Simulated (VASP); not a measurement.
A convergence study with VASP on HfN (rock salt): one setting is varied, all else stays as given below, so the limit is that of these other settings.

```xyz
2
Lattice="0.0000 2.2600 2.2600 2.2600 0.0000 2.2600 2.2600 2.2600 0.0000" Properties=species:S:1:pos:R:3 pbc="T T T"
Hf     0.0000     0.0000     0.0000
N      2.2600     2.2600     2.2600
```

All values below come from PBE GGA, VASP's PBE PAW potentials (set 64) (plane waves; VASP). The tightest run used: 700 eV cut-off, 24×24×24 Γ-centred mesh, tetrahedra with Blöchl corrections, potentials Hf_pv N.

The settings run are 3×3×3 mesh; 4×4×4 mesh; 5×5×5 mesh; 6×6×6 mesh; 7×7×7 mesh; 8×8×8 mesh; 9×9×9 mesh; 10×10×10 mesh; 11×11×11 mesh; 12×12×12 mesh; 13×13×13 mesh; 14×14×14 mesh; 15×15×15 mesh; 16×16×16 mesh; 17×17×17 mesh; 18×18×18 mesh; 19×19×19 mesh; 20×20×20 mesh; 21×21×21 mesh; 22×22×22 mesh; 23×23×23 mesh; 24×24×24 mesh. From which on does the stress (every component) stay within 0.1 GPa of the tightest run?

From 8×8×8 mesh on: it is off by 0.01 there and by no more than 0.1 in any finer run, while 7×7×7 mesh is off by 0.14.
| setting | E (eV/atom) | pressure (GPa) | irreducible k-points | difference judged (GPa) |
|---|---|---|---|---|
| 3×3×3 mesh | -11.0097 | 0.74 | 4 | 1.81 |
| 4×4×4 mesh | -10.9432 | 1.87 | 8 | 0.68 |
| 5×5×5 mesh | -10.9088 | 2.15 | 10 | 0.39 |
| 6×6×6 mesh | -10.8907 | 2.51 | 16 | 0.03 |
| 7×7×7 mesh | -10.8778 | 2.68 | 20 | 0.14 |
| 8×8×8 mesh | -10.8836 | 2.54 | 29 | 0.01 |
| 9×9×9 mesh | -10.8800 | 2.58 | 35 | 0.04 |
| 10×10×10 mesh | -10.8806 | 2.57 | 47 | 0.03 |
| 11×11×11 mesh | -10.8801 | 2.56 | 56 | 0.02 |
| 12×12×12 mesh | -10.8803 | 2.55 | 72 | 0.01 |
| 13×13×13 mesh | -10.8810 | 2.55 | 84 | 0.00 |
| 14×14×14 mesh | -10.8801 | 2.55 | 104 | 0.01 |
| 15×15×15 mesh | -10.8806 | 2.55 | 120 | 0.00 |
| 16×16×16 mesh | -10.8804 | 2.55 | 145 | 0.00 |
| 17×17×17 mesh | -10.8804 | 2.55 | 165 | 0.01 |
| 18×18×18 mesh | -10.8806 | 2.55 | 195 | 0.00 |
| 19×19×19 mesh | -10.8804 | 2.55 | 220 | 0.00 |
| 20×20×20 mesh | -10.8805 | 2.55 | 256 | 0.00 |
| 21×21×21 mesh | -10.8804 | 2.55 | 286 | 0.00 |
| 22×22×22 mesh | -10.8805 | 2.54 | 328 | 0.00 |
| 23×23×23 mesh | -10.8805 | 2.54 | 364 | 0.00 |
| 24×24×24 mesh | -10.8804 | 2.55 | 413 | 0.00 |

Left out are rungs that failed or repeat a setting and relaxations that didn't move; long series are thinned to 24 rows.

The compound is HfN in the rock salt structure. The cell was not relaxed at this level. The electron count is odd and the run is not spin-polarised, which forces a metal.
